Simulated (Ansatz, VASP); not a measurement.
One calculation of CoBrO, two programs

```
Co Br O
1.0
     3.94195    0.00000    0.00000
    -1.97098    3.41383    0.00000
     0.00000    0.00000    4.70459
Co Br O
1 1 1
Direct
  0.66667 0.33333 0.50000
  0.00000 0.00000 0.00000
  0.33333 0.66667 0.50000
```

Change from the starting cell: species swapped into the SrSiNi type (P-6m2, No. 187).

Alike in both runs: task single point; functional PBE; k mesh 6 × 6 × 4; occupations gaussian, width 0.1 eV; collinear spin.

|  | VASP | Ansatz |
| --- | --- | --- |
| version | VASP 6.6.1 | Ansatz 0.2.0 |
| potentials or method | VASP PAW PBE potentials, release 64 (Co, Br, O) | scalar-relativistic, plane waves, PAW |
| plane-wave cutoff (eV) | 520 | 420 |
| valence electrons in the cell | 22 | 30 |

|  | VASP | Ansatz | Ansatz less VASP |
| --- | --- | --- | --- |
| gap on the k mesh at the Fermi level (eV) | none | none | - |
| pressure (GPa) | -14.6 | -14.6 | 0.00 |
| largest component of the traceless stress (GPa) | 8.73 | 8.40 | -0.328 |
| net moment per atom (μB) | 1.33 | 1.33 | 0.000 |
| size of the moment on the site where the two differ most (μB) | 0.39 | 0.44 | +0.060 |

Site moments also hang on the region over which each program counts them. A gap of «none» marks a metal or a gap that the smearing closes. The two sets of potentials don't hold the same shells in valence.

Caveats: a cell with one magnetic atom can't hold antiferromagnetic order, which such compounds often take; semilocal functionals often make such compounds metallic where correlation or magnetic order opens a gap, which also shifts bond lengths.
